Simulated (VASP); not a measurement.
A cell of Mg (hcp) near equilibrium:

```
Mg
1.0
    1.59551    -2.76351     0.00000
    1.59551     2.76351     0.00000
    0.00000     0.00000     5.09157
Mg
2
Direct
  0.33333   0.66667   0.25000
  0.66667   0.33333   0.75000
```

Calculation: PBEsol GGA, VASP's PBE PAW potentials (set 64) (plane waves; VASP).

```
run               ΔE (meV/atom)   σxx   σyy   σzz  largest shear component, with its sign (GPa)  largest force (eV/Å)
----------------  -------------  ----  ----  ----  --------------------------------------------  --------------------
as it is                    0.0  0.03  0.03  0.01                                          0.00                 0.000
after one change            0.4  0.22  0.52  0.52                                          0.00                 0.005
```
Stress is in GPa, positive when the cell is compressed.

**Question.** What was changed between the two runs?
(A) atom 1 (Mg) moved by 0.050 Å along y
(B) biaxial strain of -0.5 % in the yz plane
(C) isotropic strain of -2.0 %
(D) uniaxial strain of +1.5 % along x with the ions relaxed

**Answer.** B, biaxial strain of -0.5 % in the yz plane

The compound is Mg in the hcp structure.
